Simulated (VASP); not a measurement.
A convergence study with VASP on CsPbBr3 (cubic perovskite): one setting is varied, all else stays as given below, so the limit is that of these other settings.

```xyz
5
Lattice="5.8700 0.0000 0.0000 0.0000 5.8700 0.0000 0.0000 0.0000 5.8700" Properties=species:S:1:pos:R:3 pbc="T T T"
Cs     0.0000     0.0000     0.0000
Pb     2.9350     2.9350     2.9350
Br     2.9350     0.0000     2.9350
Br     0.0000     2.9350     2.9350
Br     2.9350     2.9350     0.0000
```

These are PBE GGA, VASP's PBE PAW potentials (set 64) (plane waves; VASP 6.6.1) values and carry that method's errors. The tightest run used: 550 eV cut-off, 8×8×8 Monkhorst-Pack mesh, Gaussian smearing of 0.050 eV, potentials Cs_sv Pb_d Br.

The reference is 8×8×8 mesh, which took about 90 core-seconds. The timings are rough (shared machines, no repeats); factors under 2 mean little.

**Question.** Of the settings 1×1×1 mesh; 2×2×2 mesh; 3×3×3 mesh; 4×4×4 mesh; 5×5×5 mesh; 6×6×6 mesh; 7×7×7 mesh; 8×8×8 mesh, which is the lowest that keeps the difference from the reference in the stress, largest component (GPa) within 0.5 from there on, and what does it cost?

**Answer.** 3×3×3 mesh; its cost over the reference is about 1/4.
| setting | difference in the stress, largest component (GPa) | cost over the reference |
|---|---|---|
| 1×1×1 mesh | 2.60 | about 1/7 |
| 2×2×2 mesh | 0.95 | about 1/7 |
| 3×3×3 mesh | 0.30 | about 1/4 |
| 4×4×4 mesh | 0.10 | about 1/4 |
| 5×5×5 mesh | 0.04 | within a factor of 2 |
| 6×6×6 mesh | 0.01 | within a factor of 2 |
| 7×7×7 mesh | 0.00 | within a factor of 2 |
| 8×8×8 mesh | 0.00 | reference |

Left out are rungs that failed or repeat a setting and relaxations that didn't move; long series are thinned to 24 rows.

The compound is CsPbBr3 in the cubic perovskite structure, the ideal cubic form; the compound distorts at low or room temperature. The cell was not relaxed at this level.
